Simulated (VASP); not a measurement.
Ta (relaxed from the fcc structure, space group Fm-3m): computed properties

Computed with PBEsol GGA, VASP's PBE PAW potentials (set 64) (plane waves; VASP).

```json
{
 "space_group": "Fm-3m (225)",
 "cell": "a = 4.176 Å, b = 4.176 Å, c = 4.176 Å, α = 90.00°, β = 90.00°, γ = 90.00°",
 "volume_per_atom": "18.20 Å^3/atom",
 "band gap (over mesh and band path)": "none (metal, semimetal or under 0.01 eV)",
 "band_gap_with_spin_orbit_coupling": "none (metallic)",
 "density": "16.51 g/cm³"
}
```

```yaml
crystal:
  lattice:
    - [0.00000, 2.08789, 2.08789]
    - [2.08789, 0.00000, 2.08789]
    - [2.08789, 2.08789, 0.00000]
  atoms:
    - { symbol: Ta, position: [0.00000, 0.00000, 0.00000] }
```

Unless said otherwise, spin-orbit coupling is left out, though it shifts the bands of the heavy elements here.

The structure was generated: Ta was put into the fcc type (Fm-3m), which need not be its known phase. It was relaxed first. Symmetry was kept, so distortions that lower it aren't found.
